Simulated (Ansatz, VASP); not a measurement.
Be3As in VASP and in Ansatz

```
Be As
1.0
     3.51804    0.00000    0.00000
     0.00000    3.51804    0.00000
     0.00000    0.00000    3.51804
Be As
3 1
Direct
  0.00000 0.50000 0.50000
  0.50000 0.00000 0.50000
  0.50000 0.50000 0.00000
  0.00000 0.00000 0.00000
```

Alike in both runs: functional PBE; k mesh 14 × 14 × 14; occupations gaussian, width 0.1 eV; no spin polarisation.

Ansatz relaxed the structure, and its values are those at the end. VASP's run is a single point on that final structure, the one shown.

```csv
,VASP,Ansatz
version,VASP 6.6.1,Ansatz 0.2.0
potentials or method,"VASP PAW PBE potentials, release 64 (Be, As)","scalar-relativistic, plane waves, PAW"
plane-wave cutoff (eV),520,420
valence electrons in the cell,11,21
```

VASP gave:

* gap on the k mesh at the Fermi level (eV): none
* pressure (GPa): 0.3

Question: Estimate Ansatz's values.

Answer: gap on the k mesh at the Fermi level (eV): none; pressure (GPa): 0.0.

A gap of «none» marks a metal or a gap that the smearing closes. The two sets of potentials don't hold the same shells in valence.
